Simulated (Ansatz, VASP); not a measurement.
## SnSe in two plane-wave programs

Wanted: the spread between two codes on one cell, functional and k mesh. The cell is taken from a series of runs on this material, whose earlier steps may have relaxed, scaled, displaced or heated it; both programs get it as it stands.

Method: plane waves, with VASP 6.6.1 beside it; G0W0 gap at PBE, in Ansatz 0.2.0.

## 1. Set-up

Symmetry: Pnma, No. 62, orthorhombic system. The conventional cell has a = 11.502 Å, b = 4.154 Å, c = 4.444 Å, α = 90.00°, β = 90.00°, γ = 90.00°. Sn has 5 Se at 2.77 to 3.32 Å nearest. Se has 5 Sn at 2.77 to 3.32 Å nearest. Farther neighbours and most contacts between anions are not listed.

Structure file:

```cif
data_structure
_symmetry_space_group_name_H-M 'P 1'
_symmetry_Int_Tables_number 1
_cell_length_a 11.5022
_cell_length_b 4.1540
_cell_length_c 4.4445
_cell_angle_alpha 90.000
_cell_angle_beta 90.000
_cell_angle_gamma 90.000
_cell_volume 212.36
loop_
_atom_site_label
_atom_site_type_symbol
_atom_site_fract_x
_atom_site_fract_y
_atom_site_fract_z
_atom_site_occupancy
Sn1 Sn 0.61809 0.75000 0.39754 1
Sn2 Sn 0.88191 0.25000 0.89754 1
Sn3 Sn 0.38191 0.25000 0.60246 1
Sn4 Sn 0.11809 0.75000 0.10246 1
Se5 Se 0.14335 0.25000 0.52321 1
Se6 Se 0.64335 0.25000 0.97679 1
Se7 Se 0.35665 0.75000 0.02321 1
Se8 Se 0.85665 0.75000 0.47679 1
```

## 2. VASP: G0W0 gap, PBE

Quasiparticle shifts depend on high empty states and on the cores, so they are the hardest test of two PAW sets.

Lines of VASP's logs that name or quote its potential files are left out, and so is its time.

The run reads the wave functions of an earlier VASP run, which isn't shown here.

Contents of INCAR:

```
SYSTEM = SnSe
PREC = Accurate
ENCUT = 300
ISMEAR = 0
SIGMA = 0.01
LREAL = .FALSE.
GGA = PE
NBANDS = 496
ALGO = EVGW0
NELMGW = 1
ENCUTGW = 96
NOMEGA = 64
PRECFOCK = Fast
NBANDSGW = 48
LWAVE = .FALSE.
LCHARG = .FALSE.
```

Contents of POSCAR:

```
SnSe
1.0
   11.5022000000      0.0000000000      0.0000000000
    0.0000000000      4.1540000000      0.0000000000
    0.0000000000      0.0000000000      4.4445000000
Sn Se
4 4
Direct
    0.6180906623      0.7500000000      0.3975350380
    0.8819093377      0.2500000000      0.8975350380
    0.3819093377      0.2500000000      0.6024649620
    0.1180906623      0.7500000000      0.1024649620
    0.1433532693      0.2500000000      0.5232051378
    0.6433532693      0.2500000000      0.9767948622
    0.3566467307      0.7500000000      0.0232051378
    0.8566467307      0.7500000000      0.4767948622
```

Contents of KPOINTS:

```
Automatic mesh
0
Gamma
2 4 4
0 0 0
```

PAW data sets: Sn_d_GW and Se_GW (PBE family, release 64).

Run with:

```sh
> mpirun -np 16 vasp_std
```

Numbers of over 12 decimals in the logs are rounded to 6 here.

The program printed:

```text
[banner, memory and clock lines left out]
running   16 mpi-ranks, on    1 nodes
 distrk:  each k-point on   16 cores,    1 groups
 distr:  one band on    1 cores,   16 groups

 POSCAR found type information on POSCAR SnSe
 POSCAR found :  2 types and       8 ions
|                                                                             |
|           W    W    AA    RRRRR   N    N  II  N    N   GGGG   !!!           |
|           W    W   A  A   R    R  NN   N  II  NN   N  G    G  !!!           |
|           W    W  A    A  R    R  N N  N  II  N N  N  G       !!!           |
|           W WW W  AAAAAA  RRRRR   N  N N  II  N  N N  G  GGG   !            |
|           WW  WW  A    A  R   R   N   NN  II  N   NN  G    G                |
|           W    W  A    A  R    R  N    N  II  N    N   GGGG   !!!           |
|                                                                             |
|     For optimal performance we recommend to set                             |
|       NCORE = 2 up to number-of-cores-per-socket                            |
|     NCORE specifies how many cores store one orbital (NPAR=cpu/NCORE).      |
|     This setting can greatly improve the performance of VASP for DFT.       |
|     The default, NCORE=1 might be grossly inefficient on modern             |
|     multi-core architectures or massively parallel machines. Do your        |
|     Unfortunately you need to use the default for GW and RPA                |
|     calculations (for HF NCORE is supported but not extensively tested      |
|     yet).                                                                   |
|                                                                             |

|                                                                             |
|           W    W    AA    RRRRR   N    N  II  N    N   GGGG   !!!           |
|           W    W   A  A   R    R  NN   N  II  NN   N  G    G  !!!           |
|           W    W  A    A  R    R  N N  N  II  N N  N  G       !!!           |
|           W WW W  AAAAAA  RRRRR   N  N N  II  N  N N  G  GGG   !            |
|           WW  WW  A    A  R   R   N   NN  II  N   NN  G    G                |
|           W    W  A    A  R    R  N    N  II  N    N   GGGG   !!!           |
|                                                                             |
|     The default for ENCUTGWSOFT is different in this version of VASP.       |
|     please manually set ENCUTGWSOFT =96 in the INCAR file.                  |
|                                                                             |

 LDA part: xc-table for (Slater+PW92), standard interpolation
 found WAVECAR, reading the header
 POSCAR, INCAR and KPOINTS ok, starting setup
 FFT: planning ... GRIDC
 FFT: planning ... GRID_SOFT
 FFT: planning ... GRID
 reading WAVECAR
 the WAVECAR file was read successfully
 initial charge from wavefunction
 available memory per node:     34.07 GB, setting MAXMEM to     34889

 The Fermi energy was updated, please check that it is located mid-gap
 values below the HOMO (VB) or above the LUMO (CB) will cause erroneous energies
 E-fermi :   4.5132

 calculate exact exchange contribution
 the WAVEDER file was read successfully
energies w=
    0.000    0.000    0.378    0.000    0.756    0.000    1.132    0.000
    1.505    0.000    1.875    0.000    2.242    0.000    2.604    0.000
    2.961    0.000    3.314    0.000    3.662    0.000    4.005    0.000
    4.343    0.000    4.677    0.000    5.007    0.000    5.332    0.000
    5.655    0.000    5.974    0.000    6.291    0.000    6.607    0.000
    6.921    0.000    7.235    0.000    7.548    0.000    7.863    0.000
    8.180    0.000    8.499    0.000    8.822    0.000    9.149    0.000
    9.481    0.000    9.820    0.000   10.166    0.000   10.522    0.000
   10.888    0.000   11.266    0.000   11.657    0.000   12.064    0.000
   12.490    0.000   12.935    0.000   13.404    0.000   13.899    0.000
   14.425    0.000   14.986    0.000   15.586    0.000   16.233    0.000
   16.934    0.000   17.697    0.000   18.533    0.000   19.455    0.000
   20.480    0.000   21.627    0.000   22.922    0.000   24.399    0.000
   26.099    0.000   28.082    0.000   30.424    0.000   33.234    0.000
   36.669    0.000   40.963    0.000   46.479    0.000   53.821    0.000
   64.061    0.000   79.308    0.000  104.367    0.000  153.067    0.000
 responsefunction array rank=     480
 LDA part: xc-table for (Slater+PW92), standard interpolation

 min. memory requirement per mpi rank    462.4 MB, per node   7397.6 MB

 allocating   4 responsefunctions rank=   480
 shmem allocating  64 responsefunctions rank=   480
 response function shared by NCSHMEM nodes    1
 Doing            4  frequencies on each core in blocks of           64
NQ=   1    0.0000    0.0000    0.0000,
|.........|.........|.........|.........|.........|.........|.........|.........
 performed       2024000 updates of chi_q(r,r)
 total number of BLAS operations       3412.10 Gflops
NQ=   2    0.5000    0.0000    0.0000,
|.........|.........|.........|.........|.........|.........|.........|.........
 performed       4048000 updates of chi_q(r,r)
 total number of BLAS operations       6809.35 Gflops
NQ=   3    0.0000    0.2500    0.0000,
|.........|.........|.........|.........|.........|.........|.........|.........
 performed       6548000 updates of chi_q(r,r)
 total number of BLAS operations      10842.35 Gflops
NQ=   4    0.5000    0.2500    0.0000,
|.........|.........|.........|.........|.........|.........|.........|.........
 performed       9048000 updates of chi_q(r,r)
 total number of BLAS operations      14893.34 Gflops
NQ=   5    0.0000    0.5000    0.0000,
|.........|.........|.........|.........|.........|.........|.........|.........
 performed      11072000 updates of chi_q(r,r)
 total number of BLAS operations      18410.31 Gflops
NQ=   6    0.5000    0.5000    0.0000,
|.........|.........|.........|.........|.........|.........|.........|.........
 performed      13096000 updates of chi_q(r,r)
 total number of BLAS operations      21837.29 Gflops
NQ=   7    0.0000    0.0000    0.2500,
|.........|.........|.........|.........|.........|.........|.........|.........
 performed      15596000 updates of chi_q(r,r)
 total number of BLAS operations      26088.75 Gflops
NQ=   8    0.5000    0.0000    0.2500,
|.........|.........|.........|.........|.........|.........|.........|.........
 performed      18096000 updates of chi_q(r,r)
 total number of BLAS operations      30395.71 Gflops
NQ=   9    0.0000    0.2500    0.2500,
|.........|.........|.........|.........|.........|.........|.........|.........
 performed      20787000 updates of chi_q(r,r)
 total number of BLAS operations      34813.57 Gflops
NQ=  10    0.5000    0.2500    0.2500,
|.........|.........|.........|.........|.........|.........|.........|.........
 performed      23478000 updates of chi_q(r,r)
 total number of BLAS operations      39211.94 Gflops
NQ=  11    0.0000    0.5000    0.2500,
|.........|.........|.........|.........|.........|.........|.........|.........
 performed      25978000 updates of chi_q(r,r)
 total number of BLAS operations      43299.02 Gflops
NQ=  12    0.5000    0.5000    0.2500,
|.........|.........|.........|.........|.........|.........|.........|.........
 performed      28478000 updates of chi_q(r,r)
 total number of BLAS operations      47458.75 Gflops
NQ=  13    0.0000    0.0000    0.5000,
|.........|.........|.........|.........|.........|.........|.........|.........
 performed      30502000 updates of chi_q(r,r)
 total number of BLAS operations      50709.27 Gflops
NQ=  14    0.5000    0.0000    0.5000,
|.........|.........|.........|.........|.........|.........|.........|.........
 performed      32526000 updates of chi_q(r,r)
 total number of BLAS operations      54076.91 Gflops
NQ=  15    0.0000    0.2500    0.5000,
|.........|.........|.........|.........|.........|.........|.........|.........
 performed      35026000 updates of chi_q(r,r)
 total number of BLAS operations      58127.90 Gflops
NQ=  16    0.5000    0.2500    0.5000,
|.........|.........|.........|.........|.........|.........|.........|.........
 performed      37526000 updates of chi_q(r,r)
 total number of BLAS operations      62142.95 Gflops
NQ=  17    0.0000    0.5000    0.5000,
|.........|.........|.........|.........|.........|.........|.........|.........
 performed      39550000 updates of chi_q(r,r)
 total number of BLAS operations      65335.69 Gflops
NQ=  18    0.5000    0.5000    0.5000,
|.........|.........|.........|.........|.........|.........|.........|.........
 performed      41574000 updates of chi_q(r,r)
 total number of BLAS operations      68471.15 Gflops
 resolving degeneracies of screened two electron integrals

 calculate QP shifts <psi_nk| G(iteration)W_0 |psi_nk>: iteration 1
 entering main loop
```

Parts of OUTCAR (step 2):

```text
ion  position               nearest neighbor table
   1  0.618  0.750  0.398-   8 2.77   6 2.81   6 2.81
   2  0.882  0.250  0.898-   6 2.77   8 2.81   8 2.81
   3  0.382  0.250  0.602-   5 2.77   7 2.81   7 2.81
   4  0.118  0.750  0.102-   7 2.77   5 2.81   5 2.81
   5  0.143  0.250  0.523-   3 2.77   4 2.81   4 2.81
   6  0.643  0.250  0.977-   2 2.77   1 2.81   1 2.81
   7  0.357  0.750  0.023-   4 2.77   3 2.81   3 2.81
   8  0.857  0.750  0.477-   1 2.77   2 2.81   2 2.81

  LATTYP: Found a simple orthorhombic cell.
 ALAT       =     4.1540000000
 B/A-ratio  =     1.0699325951
 C/A-ratio  =     2.7689455946

 Subroutine GETGRP returns: Found  8 space group operations
 (whereof  2 operations were pure point group operations)

The static configuration has the point symmetry S_2 .
 The point group associated with its full space group is D_2h.

 Found     18 irreducible k-points:

   k-points           NKPTS =     18   k-points in BZ     NKDIM =     32   number of bands    NBANDS=    496

   dimension x,y,z NGX =    70 NGY =   24 NGZ =   28
   dimension x,y,z NGXF=   140 NGYF=   48 NGZF=   56

   ENCUT  =  300.0 eV  22.05 Ry    4.70 a.u.  16.24  5.87  6.28*2*pi/ulx,y,z

   NELECT =      80.0000    total number of electrons

  energy-cutoff  :      300.00
  volume of cell :      212.36
      direct lattice vectors                 reciprocal lattice vectors
    11.502200000  0.000000000  0.000000000     0.086939890  0.000000000  0.000000000
     0.000000000  4.154000000  0.000000000     0.000000000  0.240731825  0.000000000
     0.000000000  0.000000000  4.444500000     0.000000000  0.000000000  0.224997188

 k-points in reciprocal lattice and weights: Automatic mesh
   0.00000000  0.00000000  0.00000000       0.031
   0.50000000  0.00000000  0.00000000       0.031
   0.00000000  0.25000000  0.00000000       0.062
   0.50000000  0.25000000  0.00000000       0.062
   0.00000000  0.50000000  0.00000000       0.031
   0.50000000  0.50000000  0.00000000       0.031
   0.00000000  0.00000000  0.25000000       0.062
   0.50000000  0.00000000  0.25000000       0.062
   0.00000000  0.25000000  0.25000000       0.125
[...]
0.00000000  0.50000000  0.50000000       0.031
   0.50000000  0.50000000  0.50000000       0.031

 E-fermi :   4.5132

 QP shifts <psi_nk| G(iteration)W_0 |psi_nk>: iteration 1
 for sc-GW calculations column KS-energies equals QP-energies in previous step
 and V_xc(KS)=  KS-energies - (<T + V_ion + V_H > + <T+V_H+V_ion>^1  + <V_x>^1)
 k-point   1 :       0.0000    0.0000    0.0000
  band No.  KS-energies  QP-energies   sigma(KS)   V_xc(KS)     V^pw_x(r,r')   Z            occupation Imag(sigma)
    ...
     37       2.7361       2.4055     -12.3371     -11.8814     -14.2652       0.7253       2.0000       0.0866
     38       3.0701       2.7299     -11.8816     -11.4201     -13.1825       0.7370       2.0000       0.0828
     39       3.5538       3.2347     -11.9375     -11.5042     -13.2869       0.7365       2.0000       0.0724
     40       3.7629       3.4603     -12.1437     -11.7343     -13.4324       0.7393       2.0000       0.0706
     41       4.9379       4.9257      -9.8841      -9.8683      -6.6464       0.7676       0.0000      -0.0446
     42       7.1884       7.2993     -10.1494     -10.2974      -6.1121       0.7497       0.0000      -0.0860
     43       7.3823       7.3296      -9.1717      -9.1023      -5.1227       0.7595       0.0000      -0.0883
     44       7.3942       7.3817      -9.3237      -9.3073      -5.2144       0.7593       0.0000      -0.0884
    ...

 k-point   2 :       0.5000    0.0000    0.0000
  band No.  KS-energies  QP-energies   sigma(KS)   V_xc(KS)     V^pw_x(r,r')   Z            occupation Imag(sigma)
    ...
     37       2.4526       2.1059     -12.1549     -11.6752     -14.1507       0.7228       2.0000       0.0936
     38       2.4526       2.1059     -12.1549     -11.6752     -14.1507       0.7228       2.0000       0.0936
     39       3.7173       3.4083     -12.1526     -11.7334     -13.5187       0.7371       2.0000       0.0713
     40       3.7173       3.4083     -12.1526     -11.7334     -13.5187       0.7371       2.0000       0.0713
     41       6.8734       6.9598     -10.3420     -10.4566      -6.5128       0.7533       0.0000      -0.0784
     42       6.8734       6.9598     -10.3420     -10.4566      -6.5128       0.7533       0.0000      -0.0784
     43       7.0246       7.0138      -9.4324      -9.4183      -5.4741       0.7601       0.0000      -0.0798
     44       7.0246       7.0138      -9.4324      -9.4183      -5.4741       0.7601       0.0000      -0.0798
    ...

 k-point   3 :       0.0000    0.2500    0.0000
  band No.  KS-energies  QP-energies   sigma(KS)   V_xc(KS)     V^pw_x(r,r')   Z            occupation Imag(sigma)
    ...
     37       2.7941       2.4485     -11.7513     -11.2806     -13.2455       0.7343       2.0000       0.0832
     38       3.4672       3.1372     -11.7062     -11.2619     -12.7515       0.7427       2.0000       0.0722
     39       3.5731       3.2528     -12.1463     -11.7119     -13.5447       0.7375       2.0000       0.0730
     40       3.9617       3.7191     -12.0622     -11.7402     -12.5858       0.7535       2.0000       0.0618
     41       5.2829       5.2936      -9.9345      -9.9485      -6.7956       0.7643       0.0000      -0.0485
     42       5.3639       5.3912      -9.9105      -9.9463      -6.4497       0.7662       0.0000      -0.0510
     43       6.6075       6.7156     -10.3197     -10.4629      -6.4935       0.7544       0.0000      -0.0676
     44       6.7221       6.7878     -10.3289     -10.4165      -6.6946       0.7501       0.0000      -0.0750
    ...

 k-point   4 :       0.5000    0.2500    0.0000
  band No.  KS-energies  QP-energies   sigma(KS)   V_xc(KS)     V^pw_x(r,r')   Z            occupation Imag(sigma)
    ...
     37       2.7154       2.3727     -11.5887     -11.1224     -13.0178       0.7348       2.0000       0.0880
     38       2.7154       2.3727     -11.5887     -11.1224     -13.0178       0.7348       2.0000       0.0880
     39       3.8021       3.5174     -12.1067     -11.7244     -13.0955       0.7449       2.0000       0.0660
     40       3.8021       3.5174     -12.1067     -11.7244     -13.0955       0.7449       2.0000       0.0660
     41       5.8866       5.9264     -10.1406     -10.1931      -6.7841       0.7591       0.0000      -0.0554
     42       5.8866       5.9264     -10.1406     -10.1931      -6.7841       0.7591       0.0000      -0.0554
     43       6.7642       6.8657     -10.2635     -10.3983      -6.3965       0.7526       0.0000      -0.0709
     44       6.7642       6.8657     -10.2635     -10.3983      -6.3965       0.7526       0.0000      -0.0709
    ...

[... 4 further parts left out ...]
```

(Part 1 of 2 ends here.)

[Lines on the potential files, build, host, timing and source positions are cut from VASP's logs without a mark.]

[Logs are printed without paths, hosts, clocks, repeated set-up lines and the standing remarks that a program may print on its own settings, such as how far it seeks lower states.]

[Hosts, paths, dates, database ids (printed as entryN), source tags and the programs' standing remarks are cut or masked in the printed files.]
